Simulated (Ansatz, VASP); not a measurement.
# Mo in two plane-wave programs

Wanted: the spread between two codes on one cell, functional and k mesh. The cell is taken from a series of runs on this material, whose earlier steps may have relaxed, scaled, displaced or heated it; both programs get it as it stands.

Program: Ansatz 0.2.0. Level of theory: plane waves, with VASP 6.6.1 beside it; RPBE. Results are calculated unless marked as measured.

### 1. The starting structure

Symmetry: Im-3m, No. 229, cubic system. Conventional cell: a = 3.175 Å, b = 3.175 Å, c = 3.175 Å, α = 90.00°, β = 90.00°, γ = 90.00°. Nearest to Mo lie 8 Mo at 2.75 Å.

### 2. Ansatz: relaxation of cell and atoms, RPBE

Ansatz runs on its default PAW (the set named soft_2) files.

The relaxed volume is the usual yardstick between codes: in a stiff, nearly cubic crystal its relative difference is about their pressure difference at one cell divided by the bulk modulus.

input.yaml reads:

```yaml
crystal:
  lattice:
    - [-1.5875584825, 1.5875584825, 1.5875584825]
    - [1.5875584825, -1.5875584825, 1.5875584825]
    - [1.5875584825, 1.5875584825, -1.5875584825]
  atoms:
    - { symbol: Mo, position: [0.0, 0.0, 0.0] }
kpoints:
  mp_grid: { grid: [24, 24, 24] }
hamiltonian:
  xc: rpbe
scf:
  occupations: { method: methfessel_paxton, width: 0.2 }
output:
  forces: true
  stress: true
  eigenvalues: true
  write_density: true
  write_potential: true
  elf: true
  volumetric_format: npy
relax:
  adjacent_minimum: "off"
  f_tol: 0.001
  max_steps: 60
  cell: { stress_tol: 0.01 }
```

On the command line:

```bash
$ ansatz run input.yaml --threads 4 --pin off --max-ram 7168MiB --backend cpu --events-out ev --progress --plain --runs-dir out
```

Numbers of over 12 decimals in the logs are rounded to 6 here.

The log of the run:

```text
Engine: ansatz 0.2.0, x86_64-unknown-linux-gnu
Pseudopotentials: kind: paw
Pseudopotential: Mo, paw, valence charge 14, recommended cutoff 420 eV (normal), Mo.paw.azcp
Functional definition: RPBE
  parameter kappa = 0.804
  parameter beta = 0.066725
  exchange = rpbe_x(kappa = kappa, mu = beta*pi^2/3)
  correlation = pbe_c(beta = beta)
Crystal: 1 atoms, lattice volume = 16.005 Å³
Basis set: ecut = 420 eV, 321 PW (Γ), exchange–correlation on 40×40×40 points (8 copies of the dense FFT grid, shifted against one another)
Bands: 11, of which v1, the nominal top of the filled ones, is band 7 counted from 1 (6 counted from 0)
Symmetry: 48 space group operations
Space group: Im-3m (ITA 229), of the structure as read, at distance tolerance 2.5e-5 Å
k-points: 413 of 13824
Non-local potential: Mo, projectors of the file, l = 0: 3, l = 1: 2, l = 2: 2, l = 3: 1
PAW form: soft (Blöchl's): semilocal exchange-correlation on the pseudo side does not see the compensation charge
PAW frozen core: Mo, regenerated for the run's functional, and the local potential with it (the file was generated under x = pbe(κ = 0.804, μ = 0.219515), c = pbe(β = 0.066725))
PAW one-centre angular grid: Mo, 590 points (default); XC on 64 Gauss nodes
Initial density: superposition of atomic densities (neutral atoms: chi_scale 0, normalization atom), corrected by the library's trained network
Initial wavefunctions: pseudopotential atomic-orbital guess
Functional: x = rpbe, c = pbe(β = 0.066725)
SCF iter   1: F=—  HF=-4963.028084 eV  |F-HF|=—  |Δ(HF+E_count)|=         —  Δρ=2.72e-3  dr2=6.10e-4  ethr=1.77e-3  ⟨swp⟩=4.9  Hψ=24292  notcnv=0
preconditioner: auto → none  [metal: Δε(μ)=0.023 eV  Ē_g=8.128 eV  σ=0.200 eV  W_gap=0.10  n_scr=0 (ndim 8)  ℏωp=22.7 eV  f_vac=0.000  D(μ)=0.70/eV (n_scr^D=12)]
SCF iter   2: F=—  HF=-4963.028187 eV  |F-HF|=—  |Δ(HF+E_count)|=   1.03e-4  S|Δr|=    0.00e0  Δρ=1.33e-3  dr2=1.15e-4  ethr=4.36e-6  ⟨swp⟩=2.5  Hψ=10053  notcnv=0
SCF iter   3: F=—  HF=-4963.028226 eV  |F-HF|=—  |Δ(HF+E_count)|=   3.88e-5  S|Δr|=    0.00e0  Δρ=3.29e-4  dr2=1.36e-5  ethr=8.21e-7  ⟨swp⟩=2.0  Hψ=7397  notcnv=0
SCF iter   4: F=—  HF=-4963.028224 eV  |F-HF|=—  |Δ(HF+E_count)|=   1.90e-6  S|Δr|=    0.00e0  Δρ=5.86e-5  dr2=1.90e-7  ethr=9.70e-8  ⟨swp⟩=2.5  Hψ=6366  notcnv=0
SCF iter   5: F=-4963.028224 eV  HF=-4963.028224 eV  |F-HF|=6.95e-10  |Δ(HF+E_count)|=   4.68e-8  S|Δr|=    0.00e0  Δρ=4.75e-6  dr2=1.20e-9  ethr=7.14e-10  ⟨swp⟩=8.1  Hψ=28762  notcnv=0
SCF 1 converged in 5 iterations: F = -4963.028224 eV  dr2 = 1.20e-9
  greatest PAW one-centre occupation: 0.998 electrons in one spin orbital (limit 2), on the Mo atom at site 0 (counted from 0), in its partial waves of l = 0
relax step   1: F+E_penalty+E_count = -4963.02822372 eV  Δ(F+E_penalty+E_count) = +0.000e0 eV  max|allowed force component| = 0.000e0 eV/Å  Δτ_max = 0.0000 Å  P = -0.009 GPa  Ω = 16.005 Å³  (5 SCF iters, dr2 threshold 1.00e-7 eV, accepted)
Initial density: handed on by an earlier stage of this run
Initial wavefunctions: pseudopotential atomic-orbital guess (no wavefunctions were taken with the density)
iter 1 solved again at ethr=1.90e-8 eV; its pass at ethr=3.10e-3 eV (dr2=2.66e-6 eV) is discarded
SCF iter   1: F=—  HF=-4963.028223 eV  |F-HF|=—  |Δ(HF+E_count)|=         —  Δρ=4.77e-6  dr2=1.23e-9  ethr=1.90e-8  ⟨swp⟩=3.2  Hψ=38834  notcnv=0
preconditioner: auto → none  [metal: Δε(μ)=0.019 eV  Ē_g=8.126 eV  σ=0.200 eV  W_gap=0.08  n_scr=0 (ndim 8)  ℏωp=22.7 eV  f_vac=0.000  D(μ)=0.70/eV (n_scr^D=12)]
SCF iter   2: F=—  HF=-4963.028224 eV  |F-HF|=—  |Δ(HF+E_count)|=   4.70e-7  S|Δr|=    0.00e0  Δρ=2.26e-6  dr2=2.08e-10  ethr=8.80e-12  ⟨swp⟩=2.1  Hψ=7492  notcnv=0
SCF iter   3: F=—  HF=-4963.028224 eV  |F-HF|=—  |Δ(HF+E_count)|=  2.97e-10  S|Δr|=    0.00e0  Δρ=7.00e-7  dr2=2.15e-11  ethr=1.48e-12  ⟨swp⟩=2.3  Hψ=5785  notcnv=0
SCF iter   4: F=-4963.028224 eV  HF=-4963.028224 eV  |F-HF|=9.09e-13  |Δ(HF+E_count)|=  2.73e-11  S|Δr|=    0.00e0  Δρ=6.15e-8  dr2=1.93e-13  ethr=1.00e-12  ⟨swp⟩=3.0  Hψ=18591  notcnv=0
SCF 2 converged in 4 iterations: F = -4963.028224 eV  dr2 = 1.93e-13
relax step   2: F+E_penalty+E_count = -4963.02822373 eV  Δ(F+E_penalty+E_count) = -2.965e-10 eV  max|allowed force component| = 0.000e0 eV/Å  Δτ_max = 0.0000 Å  P = -0.009 GPa  Ω = 16.005 Å³  stress off target by 9.23e-3 GPa  SCF on the basis re-selected at this cell (its energy is not comparable with the rows above)  (4 SCF iters)
basis re-selected at this cell: Δ(F+E_penalty+E_count) = -2.965e-10 eV, ΔP = +0.000 GPa vs the last step (what re-selecting the basis moved, of the pressure what is left beyond the Pulay correction that the steps carried, after the strain that the cell walked since its last selection, with what the two solves' SCF thresholds leave and, on support functions, any second-order correction that the steps lacked; it is no  [...]
SCF converged after 4 iterations
Stability not checked: this state was not tested for a lower state beside it, because cold or Methfessel-Paxton smearing, or corrected tetrahedra, fill the levels in a way that the test cannot read (fill_not_monotonic; see scf.lower_state_search)
Free energy (F): -4963.028224 eV
Harris-Foulkes:  -4963.028224 eV  (|F-HF|=9.09e-13)
Internal energy: -4963.028029 eV  (E = F + TS)
E sigma→0 (E₀):  -4963.028175 eV
Entropy (-TS):   -0.000195 eV (-0.195 meV/atom)
Fermi energy:    20.652054 eV
--- Per-component energies (eV) ---
  E_band       = -61.639430
  E_kinetic    = 440.001797
  E_local      = -799.743599  (includes V_loc(G=0)·N_el)
  E_nonlocal   = 141.505992
  E_hartree    = 264.125253
  E_xc         = -183.494012
  E_vxc        = -228.719071  (∫ρ·V_xc dr)
  E_paw        = -3207.892858  (= ΣΔE_a)
  E_vpaw       = -142.935098  (= ΣTr[D̂ρ^β])
  E_aug_tail   = 0.000047  (compensation charges beyond the density's cutoff)
  E_ewald      = -1617.439566
  E_core_change = -0.091083  (= ΣΔE_core)
  E_smearing   = -0.000195  (= −TS)
  E_closure    = -0.000000  (closes the sum)
  Σ components = -4963.028224   (vs F -4963.028224, Δ=0.00e0)
--- Forces (eV/Å), atoms counted from 1 ---
  atom   1  Mo    -0.00000000     0.00000000    -0.00000000
  max |Σ_I F_I| component: 7.19e-32 eV/Å
--- Stress (GPa, compression-positive) ---
       -0.009235       0.000000      -0.000000
        0.000000      -0.009235      -0.000000
        0.000000       0.000000      -0.009235
  P = ⅓ Tr σ = -0.0092 GPa (-0.092 kbar)
--- Band table (eV; the first three rows and the last of 413) ---
  k-point 0: bands = [... 3 lower, -14.0057, 13.4726, 19.2854, 19.2854, 19.2854, 22.2287, 22.2287, 35.2622]
  k-point 1: bands = [... 3 lower, -14.0059, 13.5480, 19.2432, 19.2793, 19.3553, 22.1647, 22.2298, 35.3183]
  k-point 2: bands = [... 3 lower, -14.0064, 13.7682, 19.1218, 19.2550, 19.5635, 22.0021, 22.2346, 35.4680]
  k-point 412: bands = [... 3 lower, -14.9019, 15.3569, 15.3569, 24.4350, 24.4350, 24.4350, 29.4898, 29.4898]
--- Relaxed structure (1 steps of the walk, 1 accepted, 1 SCFs on fresh bases) ---
  F+E_penalty+E_count = -4963.02822373 eV   max|allowed force component| = 0.000e0 eV/Å   (the final SCF, on the basis selected at the relaxed cell)
  cell:  # Å, volume = 16.0048 Å³
    - [-1.5875584825, 1.5875584825, 1.5875584825]
    - [1.5875584825, -1.5875584825, 1.5875584825]
    - [1.5875584825, 1.5875584825, -1.5875584825]
  atoms:
    - { symbol: Mo, position: [0.0, 0.0, 0.0] }
```

### 3. VASP: relaxation of cell and atoms, RPBE

The same cell, functional, mesh and smearing now go to VASP, with its own data sets.

Lines of VASP's logs that name or quote its potential files are left out, and so is its time.

INCAR reads:

```
SYSTEM = Mo
PREC = Accurate
ENCUT = 500
EDIFF = 1E-07
NELM = 120
ISMEAR = 1
SIGMA = 0.2
LREAL = .FALSE.
ALGO = Normal
GGA = RP
NBANDS = 13
LASPH = .TRUE.
LORBIT = 11
LWAVE = .FALSE.
LCHARG = .FALSE.
ISIF = 3
IBRION = 2
NSW = 80
EDIFFG = -0.005
GGA_COMPAT = .FALSE.
NELMIN = 4
```

POSCAR reads:

```
Mo
1.0
   -1.5875580000      1.5875580000      1.5875580000
    1.5875580000     -1.5875580000      1.5875580000
    1.5875580000      1.5875580000     -1.5875580000
Mo
1
Direct
    0.0000000000      0.0000000000      0.0000000000
```

KPOINTS reads:

```
Automatic mesh
0
Gamma
24 24 24
0 0 0
```

The projector-augmented-wave data sets are Mo_sv (PBE family, release 64).

On the command line:

```bash
$ mpirun -np 1 vasp_std
```

The log of the run:

```text
[banner, memory and clock lines left out]
running    1 mpi-ranks, on    1 nodes
 distrk:  each k-point on    1 cores,    1 groups
 distr:  one band on    1 cores,    1 groups

 POSCAR found type information on POSCAR Mo
 POSCAR found :  1 types and       1 ions
|                                                                             |
|               ----> ADVICE to this user running VASP <----                  |
|                                                                             |
|     You enforced a specific xc type in the INCAR file but a different       |
|     [... a line on the potential file left out ...]
|     I HOPE YOU KNOW WHAT YOU ARE DOING!                                     |
|                                                                             |

 LDA part: xc-table for (Slater+PW92), standard interpolation
 POSCAR, INCAR and KPOINTS ok, starting setup
 FFT: planning ... GRIDC
 FFT: planning ... GRID_SOFT
 FFT: planning ... GRID
 WAVECAR not read
 entering main loop
       N       E                     dE             d eps       ncg     rms          rms(c)
DAV:   1     0.903420453828E+02    0.90342E+02   -0.78333E+03 10822   0.107E+03
DAV:   2    -0.988251588065E+01   -0.10022E+03   -0.96621E+02 12393   0.306E+02
DAV:   3    -0.109949224737E+02   -0.11124E+01   -0.11098E+01 11918   0.321E+01
DAV:   4    -0.109974944371E+02   -0.25720E-02   -0.25719E-02 12168   0.188E+00
DAV:   5    -0.109975112946E+02   -0.16857E-04   -0.16858E-04 12013   0.135E-01    0.135E+01
DAV:   6    -0.104364627127E+02    0.56105E+00   -0.72251E-01 11073   0.104E+01    0.358E+00
DAV:   7    -0.103628184608E+02    0.73644E-01   -0.14838E-01 11873   0.452E+00    0.991E-01
DAV:   8    -0.103605437058E+02    0.22748E-02   -0.45777E-03 11128   0.862E-01    0.180E-01
DAV:   9    -0.103606475571E+02   -0.10385E-03   -0.18575E-04 12393   0.175E-01    0.683E-02
DAV:  10    -0.103606580550E+02   -0.10498E-04   -0.23570E-05 11223   0.581E-02    0.430E-03
DAV:  11    -0.103606589824E+02   -0.92737E-06   -0.17627E-07 12340   0.477E-03    0.136E-03
DAV:  12    -0.103606588360E+02    0.14639E-06   -0.11090E-08  5859   0.133E-03    0.107E-04
DAV:  13    -0.103606588852E+02   -0.49225E-07   -0.71269E-10  5644   0.358E-04
   1 F= -.10360659E+02 E0= -.10360591E+02  d E =-.103607E+02
 curvature:   0.00 expect dE= 0.000E+00 dE for cont linesearch  0.000E+00
 trial: gam= 0.00000 g(F)=  0.792E-63 g(S)=  0.352E-03 ort = 0.000E+00 (trialstep = 0.100E+01)
 search vector abs. value=  0.352E-03
 bond charge predicted
       N       E                     dE             d eps       ncg     rms          rms(c)
DAV:   1    -0.103695052419E+02   -0.88464E-02   -0.18829E-01 10873   0.572E+00    0.954E-01
DAV:   2    -0.103608774658E+02    0.86278E-02   -0.13596E-02 10763   0.144E+00    0.173E-01
DAV:   3    -0.103603239444E+02    0.55352E-03   -0.18183E-03 11303   0.518E-01    0.137E-01
DAV:   4    -0.103603750351E+02   -0.51091E-04   -0.49358E-05 11068   0.744E-02    0.764E-03
DAV:   5    -0.103603746353E+02    0.39980E-06   -0.22326E-06 12228   0.185E-02    0.154E-03
DAV:   6    -0.103603750501E+02   -0.41479E-06   -0.35014E-08  6539   0.250E-03    0.159E-04
DAV:   7    -0.103603750319E+02    0.18249E-07   -0.26110E-09  5519   0.634E-04
   2 F= -.10360375E+02 E0= -.10360303E+02  d E =0.283853E-03
 trial-energy change:    0.000284  1 .order    0.000278   -0.000352    0.000908
 step:   0.2738(harm=  0.2793)  dis= 0.00000  next Energy=   -10.360707 (dE=-0.480E-04)
 bond charge predicted
       N       E                     dE             d eps       ncg     rms          rms(c)
DAV:   1    -0.103655060731E+02   -0.51310E-02   -0.98887E-02 10873   0.414E+00    0.715E-01
DAV:   2    -0.103609561194E+02    0.45500E-02   -0.70188E-03 10768   0.104E+00    0.124E-01
DAV:   3    -0.103606605948E+02    0.29552E-03   -0.96351E-04 11303   0.378E-01    0.107E-01
DAV:   4    -0.103607062154E+02   -0.45621E-04   -0.24815E-05 11063   0.533E-02    0.461E-03
DAV:   5    -0.103607066455E+02   -0.43014E-06   -0.13260E-06 12308   0.141E-02    0.109E-03
DAV:   6    -0.103607063205E+02    0.32508E-06   -0.22196E-08  6004   0.202E-03    0.213E-04
DAV:   7    -0.103607063494E+02   -0.28965E-07   -0.21486E-09  5489   0.590E-04
   3 F= -.10360706E+02 E0= -.10360637E+02  d E =-.474642E-04
 curvature:  -0.14 expect dE=-0.144E-07 dE for cont linesearch -0.144E-07
 trial: gam=-0.01682 g(F)=  0.938E-63 g(S)=  0.103E-06 ort = 0.602E-05 (trialstep = 0.855E+00)
 search vector abs. value=  0.130E-09
 reached required accuracy - stopping structural energy minimisation
```

Parts of OUTCAR (step 3):

```text
ion  position               nearest neighbor table
   1  0.000  0.000  0.000-

  LATTYP: Found a body centered cubic cell.
 ALAT       =     3.1751160000

 Subroutine GETGRP returns: Found 48 space group operations
 (whereof 48 operations were pure point group operations)

The static configuration has the point symmetry O_h .

 Found    413 irreducible k-points:

   k-points           NKPTS =    413   k-points in BZ     NKDIM =    413   number of bands    NBANDS=     13

   dimension x,y,z NGX =    20 NGY =   20 NGZ =   20
   dimension x,y,z NGXF=    40 NGYF=   40 NGZF=   40

   ENCUT  =  500.0 eV  36.75 Ry    6.06 a.u.   5.01  5.01  5.01*2*pi/ulx,y,z

   NELECT =      14.0000    total number of electrons

 k-points in reciprocal lattice and weights: Automatic mesh
   0.00000000  0.00000000  0.00000000       0.000
   0.04166667  0.00000000  0.00000000       0.001
   0.08333333  0.00000000  0.00000000       0.001
   0.12500000  0.00000000  0.00000000       0.001
   0.16666667  0.00000000  0.00000000       0.001
   0.20833333  0.00000000  0.00000000       0.001
   0.25000000  0.00000000  0.00000000       0.001
   0.29166667  0.00000000  0.00000000       0.001
   0.33333333  0.00000000  0.00000000       0.001
[...]
0.50000000  0.50000000  0.45833333       0.001
   0.50000000  0.50000000  0.50000000       0.000

 average (electrostatic) potential at core
       1 -69.6788

 E-fermi :  12.3035

 k-point     1 :       0.0000    0.0000    0.0000
  band No.  band energies     occupation
    ...
      4     -22.3629      2.00000
      5       5.1259      2.00000
      6      10.9406      2.00000
      7      10.9406      2.00000
      8      10.9406      2.00000
      9      13.8793     -0.00000
     10      13.8793     -0.00000
     11      27.0427      0.00000
     12      27.0427      0.00000
     13      27.0427      0.00000

 k-point     2 :       0.0417    0.0000    0.0000
  band No.  band energies     occupation
    ...
      4     -22.3631      2.00000
      5       5.2011      2.00000
      6      10.8984      2.00000
      7      10.9344      2.00000
      8      11.0103      2.00000
      9      13.8154     -0.00000
     10      13.8803     -0.00000
     11      27.0993      0.00000
     12      27.1688      0.00000
     13      27.1885      0.00000

 k-point     3 :       0.0833    0.0000    0.0000
  band No.  band energies     occupation
    ...
      4     -22.3635      2.00000
      5       5.4212      2.00000
      6      10.7771      2.00000
      7      10.9099      2.00000
      8      11.2178      2.00000
      9      13.6528     -0.00000
     10      13.8849     -0.00000
     11      27.2499      0.00000
     12      27.5411      0.00000
     13      27.5823      0.00000

  Total        0.0008438      0.0008438      0.0008438      0.0000000      0.0000000      0.0000000
  in kB        0.0843048      0.0843048      0.0843048      0.0000000      0.0000000      0.0000000
  external PRESSURE =       0.0843048 kB  Pullay stress =       0.0000000 kB

  energy-cutoff  :      500.00
  volume of cell :       16.04
      direct lattice vectors                 reciprocal lattice vectors
    -1.588591896  1.588591896  1.588591896     0.000000000  0.314744146  0.314744146
     1.588591896 -1.588591896  1.588591896     0.314744146  0.000000000  0.314744146
     1.588591896  1.588591896 -1.588591896     0.314744146  0.314744146  0.000000000

 POSITION                                       TOTAL-FORCE (eV/Angst)
 -----------------------------------------------------------------------------------
      0.00000      0.00000      0.00000         0.000000      0.000000      0.000000
 -----------------------------------------------------------------------------------
    total drift:                                0.000000      0.000000      0.000000

  FREE ENERGIE OF THE ION-ELECTRON SYSTEM (eV)
  ---------------------------------------------------
  free  energy   TOTEN  =       -10.3607063494 eV

  energy  without entropy=      -10.3604988400  energy(sigma->0) =      -10.36063718

 reached required accuracy - stopping structural energy minimisation

 total charge
# of ion       s       p       d       tot
------------------------------------------
    1        2.371   6.198   3.869  12.438

[... 3 further parts left out ...]
```

### 4. Side by side

Known differences besides the potentials themselves: the cutoff is 420 eV in Ansatz and 500 eV in VASP; Ansatz makes its cores anew for this functional, VASP keeps those of its PBE data sets; Ansatz adds a Pulay correction to the stress that steers its cell, VASP none. Total energies have different zeros and are not compared.

Compared:

| quantity | Ansatz | VASP | difference |
| --- | --- | --- | --- |
| volume (Å³) | 16.00 | 16.04 | -0.20 % |
| edge a after relaxation, in the typed setting (Å) | 2.750 | 2.752 | -0.07 % |

### 5. Outcome

| Item | Value |
| --- | --- |
| difference in volume (relaxation of cell and atoms, RPBE) | -0.20 % |

In words: The difference in volume is -0.20 % (relaxation of cell and atoms, RPBE), within the 1.2 % picked in this series as the mark of a large difference, as far as the stopping tolerances let one tell. Such differences can come from data sets, numerical settings and the points named under the comparisons, not from the functional's error against experiment.

[Lines on the potential files, build, host, timing and source positions are cut from VASP's logs without a mark.]

[Logs are printed without paths, hosts, clocks, repeated set-up lines and the standing remarks that a program may print on its own settings, such as how far it seeks lower states.]

[Hosts, paths, dates, database ids (printed as entryN), source tags and the programs' standing remarks are cut or masked in the printed files.]
